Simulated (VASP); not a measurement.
A convergence study with VASP on WSe$_{2}$: one setting is varied, all else stays as given below, so the limit is that of these other settings.

```
CELL_PARAMETERS angstrom
      3.29640     0.00000     0.00000
     -1.64820     2.85477     0.00000
      0.00000     0.00000    23.87280
ATOMIC_POSITIONS crystal
  W  0.66667 0.33333 0.63640
  W  0.33333 0.66667 0.36360
  Se 0.66667 0.33333 0.43398
  Se 0.33333 0.66667 0.70678
  Se 0.33333 0.66667 0.56602
  Se 0.66667 0.33333 0.29322
```

Method: PBEsol GGA, VASP's PBE PAW potentials (set 64) (plane waves; VASP). The tightest run used: 600 eV cut-off, 8×8×1 Γ-centred mesh, Fermi-Dirac smearing of 0.050 eV, potentials W_sv Se.

### Question
The settings run are ENCUT = 150; ENCUT = 180; ENCUT = 210; ENCUT = 255; ENCUT = 360; ENCUT = 450; ENCUT = 600. From which on does the largest force stay within 0.02 eV/Å of the tightest run?

### Answer
From ENCUT = 210 on: it is off by 0.015 there and by no more than 0.02 in any finer run, while ENCUT = 180 is off by 0.046.
```json
[
 {"setting": "ENCUT = 150", "E (eV/atom)": "-7.7428", "largest force (eV/Å)": "0.592", "plane waves": "954", "difference judged (eV/Å)": "0.346"},
 {"setting": "ENCUT = 180", "E (eV/atom)": "-7.7448", "largest force (eV/Å)": "0.292", "plane waves": "1265", "difference judged (eV/Å)": "0.046"},
 {"setting": "ENCUT = 210", "E (eV/atom)": "-7.7445", "largest force (eV/Å)": "0.231", "plane waves": "1572", "difference judged (eV/Å)": "0.015"},
 {"setting": "ENCUT = 255", "E (eV/atom)": "-7.7483", "largest force (eV/Å)": "0.242", "plane waves": "2121", "difference judged (eV/Å)": "0.004"},
 {"setting": "ENCUT = 360", "E (eV/atom)": "-7.7485", "largest force (eV/Å)": "0.244", "plane waves": "3507", "difference judged (eV/Å)": "0.002"},
 {"setting": "ENCUT = 450", "E (eV/atom)": "-7.7491", "largest force (eV/Å)": "0.246", "plane waves": "4889", "difference judged (eV/Å)": "0.000"},
 {"setting": "ENCUT = 600", "E (eV/atom)": "-7.7494", "largest force (eV/Å)": "0.246", "plane waves": "7559", "difference judged (eV/Å)": "0.000"}
]
```

Left out are rungs that failed or repeat a setting and relaxations that didn't move; long series are thinned to 24 rows.

The cell is a sheet or thin cut with vacuum, built from a generated structure.
